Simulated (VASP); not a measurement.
NaLa2, 3 atoms in the cell. Symmetry: Fm-3m, No. 225, cubic system. The conventional cell has a = 7.855 Å, b = 7.855 Å, c = 7.855 Å, α = 90.00°, β = 90.00°, γ = 90.00°. Na (site symmetry m-3m) has 8 La at 3.40 Å as nearest neighbours. Around La (site symmetry -43m) lie 4 Na at 3.40 Å. The cell was built by a generator and needn't be a form met in nature. The cell isn't the ideal one: species swapped into the LuH2 type (Fm-3m, No. 225).

```yaml
Program: VASP 6.6.1
Task: single point
Functional: PBE
Potentials_or_basis: VASP PAW PBE potentials, release 64 (Na_pv, La)
Cutoff: 520 eV
k_mesh: 10 × 10 × 10
Occupations: gaussian, width 0.1 eV
Spin: no spin polarisation
Dipole_correction: no
Further_INCAR_settings: ALGO = Fast; EDIFF = 1e-06; NBANDS = 22
```

Potentials or basis: VASP PAW PBE potentials, release 64 (Na_pv, La).

Run with:

```bash
$ cat potpaw_PBE.64/Na_pv/POTCAR potpaw_PBE.64/La/POTCAR > POTCAR
$ mpirun -np 1 vasp_std > vasp.out
```

Hardware: 1 thread of Intel(R) Xeon(R) 6975P-C (Granite Rapids), with other jobs on the host.

**Question.** Estimate the wall time of this run.

**Answer.** Run time: 4.1 min on 1 thread of Intel(R) Xeon(R) 6975P-C (Granite Rapids), on a shared host, peak memory 0.34 GiB. Counts: scf iterations 31, k points 47.
